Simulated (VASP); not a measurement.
Here is the system:

```
CELL_PARAMETERS angstrom
      1.50901     0.87123     7.30958
     -1.50901     0.87123     7.30958
      0.00000    -1.74246     7.30958
ATOMIC_POSITIONS crystal
  Li 0.77703 0.77703 0.77703
  Li 0.22297 0.22297 0.22297
  Li 0.00000 0.00000 0.00000
```

Method: LDA (Ceperley-Alder, Perdew-Zunger), VASP's LDA PAW potentials (set 64) (plane waves; VASP). Settings: 400 eV cut-off, 10×10×10 Γ-centred mesh, Gaussian smearing of 0.20 eV, potentials Li_sv.

At this cut-off the stress carries a Pulay error, which pulls relaxed volumes low.

### Question
Estimate the energy per atom (σ→0), pressure, band gap (on the k-mesh) with the smallest direct gap where there is one.

### Answer

The band gap (on the k-mesh) is none (metal, semimetal or under 0.01 eV) and the energy per atom (σ→0) is -2051 meV/atom. The pressure is -41.5 kbar.

The absolute energy has meaning only against runs of the same code, potentials and settings.

The structure comes from a computed database's Li entry (R-3m); how it stands against other phases isn't given here. The cell was not relaxed at this level.
